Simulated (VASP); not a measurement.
Input:

```
CELL_PARAMETERS angstrom
      4.54438     0.00000     0.00000
     -2.27219     3.93555     0.00000
      0.00000     0.00000     5.19383
ATOMIC_POSITIONS crystal
  Hf 0.33333 0.66667 0.93753
  Hf 0.66667 0.33333 0.43753
  Si 0.33333 0.66667 0.43747
  Si 0.66667 0.33333 0.93747
```

Level of theory: PBEsol GGA, VASP's PBE PAW potentials (set 64) (plane waves; VASP). Numerical set-up: 400 eV cut-off, Gaussian smearing of 0.050 eV, potentials Hf_pv Si.

Unless said otherwise, spin-orbit coupling is left out, though it shifts the bands of the heavy elements here.

Question: Predict the band gap (along the path) with the smallest direct gap where there is one.

Answer: 
```json
{
 "band gap (along the path)": "none (metal, semimetal or under 0.01 eV)"
}
```

The absolute energy has meaning only against runs of the same code, potentials and settings.

The structure was generated: HfSi was put into the wurtzite type (P6_3mc), which need not be its known phase. It was relaxed first, which changed the volume by -36 %. The relaxed cell has space group P6_3/mmc.
